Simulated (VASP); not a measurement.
AlSn, 2 atoms in the cell. The structure is hexagonal, space group P-6m2 (No. 187). Conventional cell: a = 4.198 Å, b = 4.198 Å, c = 3.307 Å, α = 90.00°, β = 90.00°, γ = 120.00°. Al (site symmetry -6m2) is surrounded by 6 Sn at 2.93 Å and 2 Al at 3.31 Å. Sn (site symmetry -6m2) has 6 Al at 2.93 Å and 2 Sn at 3.31 Å as nearest neighbours. The cell comes from a database or a generator and needn't be the stable form of this composition.

| Property | Result |
| --- | --- |
| Program | VASP 6.6.1 |
| Task | single point |
| Functional | PBE |
| Potentials or basis | VASP PAW PBE potentials, release 64 (Al, Sn_d) |
| Cutoff | 520 eV |
| k mesh | 6 × 6 × 4 |
| Occupations | gaussian, width 0.1 eV |
| Spin | no spin polarisation |
| Dipole correction | no |
| Further INCAR settings | ALGO = Fast; EDIFF = 1e-07; NBANDS = 16 |

Potentials or basis: VASP PAW PBE potentials, release 64 (Al, Sn_d).

Run with:

```console
$ cat potpaw_PBE.64/Al/POTCAR potpaw_PBE.64/Sn_d/POTCAR > POTCAR
$ mpirun -np 1 vasp_std > vasp.out
```

Hardware: 1 thread of Intel(R) Xeon(R) Platinum 8559C (Emerald Rapids), with other jobs on the host.

Question: Estimate the wall time of this run.

Answer: Wall time 12 s on 1 thread of Intel(R) Xeon(R) Platinum 8559C (Emerald Rapids), with other jobs on the host, peak memory 0.17 GiB. Counts: scf iterations 14, k points 21.
